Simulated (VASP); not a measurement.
Consider the following.

```
CELL_PARAMETERS angstrom
      4.29345     0.00000     0.00000
     -2.14672     3.71824     0.00000
      0.00000     0.00000     4.49059
ATOMIC_POSITIONS crystal
  La 0.00025 0.00141 0.00199
  Ga 0.33827 0.66842 0.49475
  Ga 0.66149 0.33017 0.50326
```

All values below come from PBEsol GGA, VASP's PBE PAW potentials (set 64) (plane waves; VASP). Run with 300 eV cut-off, 6×6×5 Γ-centred mesh, Fermi-Dirac smearing of 0.10 eV, potentials La Ga_d.

At this cut-off the stress carries a Pulay error, which pulls relaxed volumes low. Energy and stress use the plane-wave basis of the starting cell.

### Question
The ions, cell shape and volume are relaxed. Give the cell that the relaxation ends in.

### Answer

```
CELL_PARAMETERS angstrom
      4.26643     0.00015    -0.00004
     -2.13309     3.69465     0.00002
     -0.00004     0.00000     4.37820
ATOMIC_POSITIONS crystal
  La 0.99996 0.99981 0.99958
  Ga 0.33335 0.66676 0.49875
  Ga 0.66669 0.33343 0.50167
```
Space group P6/mmm (191), at a tolerance of 0.03 Å.

### Question
How do energy and volume change from the first to the last step?

### Answer
The energy (σ→0) changes by -9.3 meV/atom and the volume by -3.7 %, in 30 ionic steps.

```csv
step,E(σ→0) (eV),max force (eV/Å),pressure (GPa),volume (Å³)
1,-14.1838,0.269,-2.40,71.69
2,-14.2037,0.084,1.38,68.03
3,-14.2075,0.139,0.36,69.00
4,-14.2075,0.143,0.14,69.09
5,-14.2109,0.044,-0.05,69.15
6,-14.2113,0.037,-0.12,69.18
7,-14.2116,0.023,0.02,69.01
8,-14.2115,0.021,0.07,69.00
9,-14.2116,0.025,0.04,69.01
10,-14.2116,0.018,-0.03,69.04
11,-14.2116,0.016,-0.06,69.07
12,-14.2117,0.013,0.04,69.03
13,-14.2117,0.011,0.07,69.01
14,-14.2117,0.011,0.02,69.03
15,-14.2117,0.010,0.01,69.04
16,-14.2117,0.015,-0.02,69.06
17,-14.2117,0.016,0.01,69.04
18,-14.2117,0.011,-0.01,69.05
19,-14.2117,0.015,0.01,69.05
20,-14.2117,0.011,-0.02,69.06
21,-14.2117,0.012,-0.04,69.08
22,-14.2117,0.016,-0.08,69.10
23,-14.2117,0.017,-0.03,69.09
24,-14.2117,0.013,-0.06,69.10
25,-14.2117,0.013,0.05,69.04
```

The structure comes from a computed database's LaGa2 entry; how it stands against other phases isn't given here. In the starting cell atoms are displaced from their ideal sites. This run relaxes it. The run is one of a series of settings (EDIFFG = -0.01, IBRION = 2, ISIF = 3, NSW = 50 against the base run), some of them coarse on purpose. The electron count is odd and the run is not spin-polarised, which forces a metal.
